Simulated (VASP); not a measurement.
Data:

```
CELL_PARAMETERS angstrom
      2.29056    -3.96737     0.00000
      2.29056     3.96737     0.00000
      0.00000     0.00000     7.02883
ATOMIC_POSITIONS crystal
  Pb 0.00000 0.00000 0.00000
  I  0.33333 0.66667 0.26879
  I  0.66667 0.33333 0.73121
```

The numbers are results of rev-vdW-DF2, VASP's PBE PAW potentials (set 64) (plane waves; VASP 6.6.1), not measurements. Numerical set-up: 520 eV cut-off, 6×6×4 Γ-centred mesh, tetrahedra with Blöchl corrections, potentials Pb_d I.

The cores are frozen, which limits the accuracy of field gradients.

Problem. Give the principal components of the electric field gradient (V/Å²) and the asymmetry η at each nucleus.

Solution. 
```json
[
 {"atom": "Pb1", "Vxx": "-7.8", "Vyy": "-7.8", "Vzz": "15.6", "η": "0.00"},
 {"atom": "I2", "Vxx": "-6.7", "Vyy": "-6.7", "Vzz": "13.4", "η": "0.00"},
 {"atom": "I3", "Vxx": "-6.7", "Vyy": "-6.7", "Vzz": "13.4", "η": "0.00"}
]
```

The compound is PbI2 in the 1T layered structure. It was relaxed first.
